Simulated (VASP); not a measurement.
```yaml
crystal:
  lattice:
    - [0.00000, 2.40415, 2.40415]
    - [2.40415, 0.00000, 2.40415]
    - [2.40415, 2.40415, 0.00000]
  atoms:
    - { symbol: Ca, position: [0.00000, 0.00000, 0.00000] }
    - { symbol: O, position: [0.25000, 0.25000, 0.25000] }
```

These are PBEsol GGA, VASP's PBE PAW potentials (set 64) (plane waves; VASP) values and carry that method's errors. Run with 620 eV cut-off, 9×9×9 Γ-centred mesh, Gaussian smearing of 0.050 eV, potentials Ca_sv O.

Q: What does the run give for the energy per atom (σ→0), pressure?

A: 
| Item | Result |
|---|---|
| energy per atom (σ→0) | -6.204 eV/atom |
| pressure | 29.80 GPa |

Total energies compare only between runs with the same potentials, cut-off and functional.

The structure was generated: CaO was put into the zinc blende type (F-43m), which need not be its known phase. It was relaxed first under an external pressure of 30 GPa.
